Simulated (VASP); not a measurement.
A VASP calculation is set up with these files.

INCAR:
```
! general
SYSTEM    =  PtS2
PREC      =  Accurate
ENCUT     =  520   ! plane-wave cut-off (eV)
LREAL     =  .FALSE.   ! projection in real space or not
LASPH     =  .TRUE.   ! aspherical one-centre terms

! electronic loop
EDIFF     =  1E-7   ! SCF stop (eV)
NELM      =  100   ! most electronic steps
ALGO      =  Normal   ! blocked Davidson
LMAXMIX   =  6

! smearing
ISMEAR    =  0
SIGMA     =  0.05

! functional
GGA       =  CX
LUSE_VDW  =  .TRUE.
AGGAC     =  0.0

! ions
IBRION    =  2   ! conjugate gradients
NSW       =  30
ISIF      =  4   ! ions and shape, fixed volume
EDIFFG    =  -0.01   ! ionic stop

! output
LWAVE     =  .FALSE.
LCHARG    =  .FALSE.
```

### POSCAR
```
PtS2
1
    1.7722204564    -3.0695759447     0.0000000000
    1.7722204564     3.0695759447     0.0000000000
    0.0000000000     0.0000000000     4.6664496135
Pt S
1 2
Direct
  0.0000000000   0.0000000000   0.0000000000
  0.3333330000   0.6666670000   0.2570010423
  0.6666670000   0.3333330000   0.7429989577
```

KPOINTS:
```
Automatic mesh
0
Gamma
7 7 5
0 0 0
```

POTCAR, in this order: Pt S (PBE.64 set). Program: vasp_std.

Write an equivalent input for Quantum ESPRESSO's pw.x.

One equivalent input (not run):
```
&CONTROL
  calculation = 'vc-relax'
  pseudo_dir = './pseudo'
  outdir = './out'
  tprnfor = .true.
  tstress = .true.
  nstep = 30
  forc_conv_thr = 0.00039
/
&SYSTEM
  ibrav = 0
  nat = 3
  ntyp = 2
  ecutwfc = 84
  occupations = 'smearing'
  smearing = 'gaussian'
  degauss = 0.003675
  input_dft = 'vdw-df-cx'
/
&ELECTRONS
  conv_thr = 7.3e-09
  electron_maxstep = 100
/
&IONS
/
&CELL
  cell_dofree = 'shape'
/
ATOMIC_SPECIES
  Pt 195.084 Pt.upf
  S 32.060 S.upf
CELL_PARAMETERS angstrom
     1.7722205   -3.0695759    0.0000000
     1.7722205    3.0695759    0.0000000
     0.0000000    0.0000000    4.6664496
ATOMIC_POSITIONS crystal
  Pt   0.0000000  0.0000000  0.0000000
  S    0.3333330  0.6666670  0.2570010
  S    0.6666670  0.3333330  0.7429990
K_POINTS automatic
  7 7 5 0 0 0
```
What does not carry over: the potentials are each code's own (VASP's PAW set, PseudoDojo norm-conserving files in pw.x), so ENCUT and ecutwfc are chosen apart and not converted; conv_thr bounds pw.x's estimated SCF error, while EDIFF bounds the energy change between steps; forc_conv_thr acts on force components and is met together with etot_conv_thr.

The compound is PtS2 in the 1T layered structure. This cell is one point of a volume scan, at 0.97 of the reference volume. Symmetry was kept, so distortions that lower it aren't found.
